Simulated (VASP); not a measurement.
A convergence study with VASP on Gd (space group no. 194 when undisturbed): a few settings are varied, all else stays as given below, so the limit is that of these other settings. One atom is moved off its site, so that forces are finite.

```xyz
2
Lattice="1.8204 -3.1531 0.0000 1.8204 3.1531 0.0000 0.0000 0.0000 5.7973" Properties=species:S:1:pos:R:3 pbc="T T T"
Gd     1.8204     1.0510     1.4993
Gd     1.8204    -1.0510     4.3480
```
Starting moments (μB, in the order of the record's atoms Gd Gd): 7.0 7.0.

Method: PBE GGA, VASP's PBE PAW potentials (set 64) (plane waves; VASP 6.6.1). The last row used: 300 eV cut-off, 10×10×6 Γ-centred mesh, Fermi-Dirac smearing of 0.10 eV, potentials Gd.

```
setting        E (eV/atom)  pressure (GPa)  largest force (eV/Å)  moment (μB)  irreducible k-points
-------------  -----------  --------------  --------------------  -----------  --------------------
EDIFF = 1E-01     -11.6289          -19.35                 0.131       15.194                    72
EDIFF = 1E-02     -11.6106            9.87                 0.116       15.272                    72
EDIFF = 1E-03     -11.6147           17.90                 0.129       15.220                    72
EDIFF = 1E-04     -11.6181            3.34                 0.116       15.159                    72
EDIFF = 1E-05            …               …                 0.119            …                    72
EDIFF = 1E-06     -11.6197               …                 0.119       15.142                    72
EDIFF = 1E-07     -11.6197            0.37                 0.119       15.142                    72
EDIFF = 1E-08     -11.6197            0.37                 0.119       15.142                    72
EDIFF = 1E-10     -11.6197            0.36                 0.119       15.142                    72
```

Question: Some entries are withheld; supply them.

Answer: 
- EDIFF = 1E-05, E (eV/atom): -11.6193
- EDIFF = 1E-05, pressure (GPa): 1.09
- EDIFF = 1E-05, moment (μB): 15.144
- EDIFF = 1E-06, pressure (GPa): 0.44

Left out are rungs that failed or repeat a setting and relaxations that didn't move; long series are thinned to 24 rows.

The structure is a typed Gd crystal (space group no. 194). The cell was not relaxed at this level, it is distorted from the ideal structure. The spin order is the one that the start imposed; others were not tried in this run.
